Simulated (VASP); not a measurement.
Energy against volume of MgSe (rock salt). All values below come from vdW-DF2, VASP's PBE PAW potentials (set 64) (plane waves; VASP). Run with 520 eV cut-off, 8×8×8 Γ-centred mesh, Gaussian smearing of 0.050 eV, potentials Mg Se.

| V (Å³/atom) | E (eV/atom) |
|---|---|
| 20.692 | -1.96027 |
| 21.353 | -1.97181 |
| 22.013 | -1.97546 |
| 22.674 | -1.97237 |

Q: Fit these four points and predict the energy of the run at 23.334 Å³/atom.

A: A cubic in V^(−2/3), the third-order Birch-Murnaghan form, passes through the four points with V0 = 22.02 Å³/atom and B0 = 54 GPa, and gives -1.9635 eV/atom there. The run gave -1.9635 eV/atom, +0.0 meV/atom from the fit; all five points give B0 = 54 GPa.

The compound is MgSe in the rock salt structure. It was relaxed first, which changed the volume by +8 %.
